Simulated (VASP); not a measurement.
VASP input:

POSCAR:
```
TaS2
1
    6.7332438577    -0.0000000000     0.0000000000
   -0.0000000000     3.3670289334     0.0000000000
    0.0000000000     0.0000000000     8.5252313619
Ta S
4 8
Direct
  0.7479980549   0.2500000000   0.5908753156
  0.2479980549   0.2500000000   0.9091246844
  0.2520019451   0.7500000000   0.4091246844
  0.7520019451   0.7500000000   0.0908753156
  0.6287990184   0.2500000000   0.8967192863
  0.1287990184   0.2500000000   0.6032807137
  0.3712009816   0.7500000000   0.1032807137
  0.8712009816   0.7500000000   0.3967192863
  0.5167705344   0.2500000000   0.3584153622
  0.0167705344   0.2500000000   0.1415846378
  0.4832294656   0.7500000000   0.6415846378
  0.9832294656   0.7500000000   0.8584153622
```

### INCAR
```
SYSTEM=TaS2
PREC=Accurate; ENCUT=400; LREAL=F
LASPH=T
EDIFF=1E-6; NELM=100; ALGO=Normal
LMAXMIX=6
ISMEAR=1; SIGMA=0.1
GGA=PS
IBRION=2; NSW=60; ISIF=3
EDIFFG=-0.02
LWAVE=F; LCHARG=F
```

File KPOINTS:
```
Automatic mesh
0
Gamma
4 8 4
0 0 0
```

POTCAR, in this order: Ta_pv S (PBE.64 set). Program: vasp_std.

Problem. Write an equivalent input for Quantum ESPRESSO's pw.x.

Solution. One equivalent input (not run):
```
&CONTROL
  calculation = 'vc-relax'
  pseudo_dir = './pseudo'
  outdir = './out'
  tprnfor = .true.
  tstress = .true.
  nstep = 60
  forc_conv_thr = 0.00078
/
&SYSTEM
  ibrav = 0
  nat = 12
  ntyp = 2
  ecutwfc = 58
  occupations = 'smearing'
  smearing = 'methfessel-paxton'
  degauss = 0.00735
  input_dft = 'pbesol'
/
&ELECTRONS
  conv_thr = 7.3e-08
  electron_maxstep = 100
/
&IONS
/
&CELL
/
ATOMIC_SPECIES
  Ta 180.948 Ta.upf
  S 32.060 S.upf
CELL_PARAMETERS angstrom
     6.7332439   -0.0000000    0.0000000
    -0.0000000    3.3670289    0.0000000
     0.0000000    0.0000000    8.5252314
ATOMIC_POSITIONS crystal
  Ta   0.7479981  0.2500000  0.5908753
  Ta   0.2479981  0.2500000  0.9091247
  Ta   0.2520019  0.7500000  0.4091247
  Ta   0.7520019  0.7500000  0.0908753
  S    0.6287990  0.2500000  0.8967193
  S    0.1287990  0.2500000  0.6032807
  S    0.3712010  0.7500000  0.1032807
  S    0.8712010  0.7500000  0.3967193
  S    0.5167705  0.2500000  0.3584154
  S    0.0167705  0.2500000  0.1415846
  S    0.4832295  0.7500000  0.6415846
  S    0.9832295  0.7500000  0.8584154
K_POINTS automatic
  4 8 4 0 0 0
```
What does not carry over: the potentials are each code's own (VASP's PAW set, PseudoDojo norm-conserving files in pw.x), so ENCUT and ecutwfc are chosen apart and not converted; conv_thr bounds pw.x's estimated SCF error, while EDIFF bounds the energy change between steps; forc_conv_thr acts on force components and is met together with etot_conv_thr.

The structure was generated: TaS2 was put into the cotunnite type (Pnma), which need not be its known phase. This run relaxes it. Symmetry was kept, so distortions that lower it aren't found. The start is the result of an earlier pass.
